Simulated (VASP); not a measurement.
Energy against volume of SiO₂ (rutile). Computed with optB86b-vdW, VASP's PBE PAW potentials (set 64) (plane waves; VASP). Run with 520 eV cut-off, 5×5×8 Γ-centred mesh, Gaussian smearing of 0.050 eV, potentials Si O.

Shape and ions are relaxed at each volume.

| V (Å³/atom) | E (eV/atom) |
|---|---|
| 7.467 | -6.37318 |
| 7.705 | -6.39561 |
| 7.943 | -6.40285 |
| 8.182 | -6.39747 |

Problem. Fit these four points and predict the energy of the run at 8.420 Å³/atom.

Solution. A cubic in V^(−2/3), the third-order Birch-Murnaghan form, passes through the four points with V0 = 7.95 Å³/atom and B0 = 280 GPa, and gives -6.3817 eV/atom there. The run gave -6.3817 eV/atom, -0.0 meV/atom from the fit; all five points give B0 = 279 GPa.

The compound is SiO2 in the rutile structure, stishovite, a high-pressure form. It was relaxed first.
